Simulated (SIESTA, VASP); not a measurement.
This is a calculation of As2S for SIESTA 5.4.2. Atoms were shifted at random by some hundredths of an Å from the given cell, which wasn't relaxed again for these runs. The cell comes from a database or a generator and needn't be the stable form of this composition.

As2S.fdf

```
SystemName                      As2S
SystemLabel                     As2S
NumberOfSpecies                 2
NumberOfAtoms                   6
%block ChemicalSpeciesLabel
  1  33 As
  2  16 S
%endblock ChemicalSpeciesLabel

LatticeConstant                 1.0 Ang
%block LatticeVectors
    -3.5064800000     3.5064800000     2.4859190000
     3.5064800000    -3.5064800000     2.4859190000
     3.5064800000     3.5064800000    -2.4859190000
%endblock LatticeVectors
AtomicCoordinatesFormat         Fractional
%block AtomicCoordinatesAndAtomicSpecies
     0.8703720000     0.1242220000     0.2455540000  1  As
     0.8794480000     0.6243580000     0.7504100000  1  As
     0.3764560000     0.1239810000     0.2436190000  1  As
     0.8803750000     0.1315720000     0.7511190000  1  As
     0.2521990000     0.7541430000     0.5017450000  2  S
     0.4881130000     0.4876590000    -0.0003480000  2  S
%endblock AtomicCoordinatesAndAtomicSpecies

%block kgrid.MonkhorstPack
    7   0   0  0.0
    0   7   0  0.0
    0   0   7  0.0
%endblock kgrid.MonkhorstPack
XC.Functional                   GGA
XC.Authors                      PBE
PAO.BasisSize                   DZP
PAO.EnergyShift                 0.003 Ry
Mesh.Cutoff                     500 Ry
OccupationFunction              FD
ElectronicTemperature           0.05 eV
MaxSCFIterations                120
SCF.MustConverge                false
SCF.Mixer.Method                Pulay
SCF.Mixer.Weight                0.25
SCF.Mixer.History               8
SCF.DM.Tolerance                5.0e-05
SCF.H.Tolerance                 1.0e-03 eV
WriteForces                     true
Charge.Mulliken                 end
%block PAO.Basis
  As 4
  n=4 0 2
    5.512 0.000
  n=4 1 2
    7.356 0.000
  n=3 2 2
    2.890 0.000
  n=4 2 1
    7.356
%endblock PAO.Basis
```

Potentials or basis: PseudoDojo 0.4 standard (PBE files), converted to PSML, two zetas on semicore shells, DZP (energy shift 0.003 Ry; two zetas on semicore shells).

The run is started by

```console
$ siesta < As2S.fdf > As2S.out 2>&1
```

Question: What does the same run look like in VASP 6.6.1? Potentials or basis there: PBE PAW files As, S, 520 eV.

Answer: As run (cutoffs and basis follow the program's own potentials, and thresholds, step limits or extra output files can differ):

The input INCAR:

```
PREC = Accurate
ENCUT = 520
EDIFF = 1E-7
ISMEAR = -1
SIGMA = 0.05
LREAL = F
LASPH = T
NELM = 80
ALGO = Normal
ISIF = 2
LWAVE = F
LCHARG = F
GGA = PE
NBANDS = 25
```

File KPOINTS:

```
Automatic mesh
0
Gamma
  7 7 7
```

Contents of POSCAR:

```
As2S
1.0
   -3.5064800000      3.5064800000      2.4859190000
    3.5064800000     -3.5064800000      2.4859190000
    3.5064800000      3.5064800000     -2.4859190000
As S
4 2
Direct
    0.8703720000      0.1242220000      0.2455540000
    0.8794480000      0.6243580000      0.7504100000
    0.3764560000      0.1239810000      0.2436190000
    0.8803750000      0.1315720000      0.7511190000
    0.2521990000      0.7541430000      0.5017450000
    0.4881130000      0.4876590000     -0.0003480000
```

Potentials or basis: VASP PAW PBE potentials, release 64 (As, S).

Command:

```bash
$ cat potpaw_PBE.64/As/POTCAR potpaw_PBE.64/S/POTCAR > POTCAR
$ mpirun -np 1 vasp_std > vasp.out
```

Both were run:

|  | SIESTA | VASP |
| --- | --- | --- |
| Pressure | 2.7 GPa | 0.6 GPa |

The potentials hold 72 and 32 valence electrons a cell.

Pressure is positive in compression.
